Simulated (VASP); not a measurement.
Data:

```
CELL_PARAMETERS angstrom
      1.71338    -2.96767     0.00000
      1.71338     2.96767     0.00000
      0.00000     0.00000     5.33570
ATOMIC_POSITIONS crystal
  Sc 0.33333 0.66667 0.25000
  Sc 0.66667 0.33333 0.75000
```

Method: RPBE GGA, VASP's PBE PAW potentials (set 64) (plane waves; VASP). Run with 520 eV cut-off, 12×12×7 Γ-centred mesh, first-order Methfessel-Paxton smearing of 0.10 eV, potentials Sc_sv.

Question: Give the stress tensor in GPa (positive for a compressed cell).

Answer: 
```
-2.74   0.00   0.00
 0.00  -2.74   0.00
 0.00   0.00  -2.65
```
The pressure is its mean diagonal, -2.71 GPa.

The compound is Sc in the hcp structure. This cell is one point of a volume scan, at 1.06 of the reference volume.
